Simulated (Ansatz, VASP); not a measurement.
**BeCd3S4: VASP beside Ansatz**

```
Be S Cd
1.0
     5.55929    0.00000    0.00000
     0.00000    5.55929    0.00000
     0.00000    0.00000    5.55929
Be S Cd
1 4 3
Direct
  0.00000 0.00000 0.00000
  0.22163 0.22163 0.22163
  0.77837 0.77837 0.22163
  0.77837 0.22163 0.77837
  0.22163 0.77837 0.77837
  0.50000 0.50000 0.00000
  0.50000 0.00000 0.50000
  0.00000 0.50000 0.50000
```

Alike in both runs: task single point; functional r2SCAN; k mesh 4 × 4 × 4; no spin polarisation.

|  | VASP | Ansatz |
| --- | --- | --- |
| version | VASP 6.6.1 | Ansatz 0.2.0 |
| potentials or method | VASP PAW PBE potentials, release 64 (Be, S, Cd) | plane waves, PAW |
| plane-wave cutoff (eV) | 520 | 500 |
| occupations | gaussian, width 0.01 eV | fixed |
| valence electrons in the cell | 62 | 86 |

```csv
,VASP,Ansatz,Ansatz less VASP
gap on the k mesh at the Fermi level (eV),2.29,2.27,-0.012
pressure (GPa),2.6,2.2,-0.36
rms of the force components (eV/Å),0.031,0.020,-0.0107
```

The two sets of potentials don't hold the same shells in valence.

Caveats: the PAW data sets were made with another functional, which shifts forces and pressure a little (VASP). A k mesh can miss the band edges. r2SCAN opens gaps a little over a GGA but as a rule still falls short of measured ones.
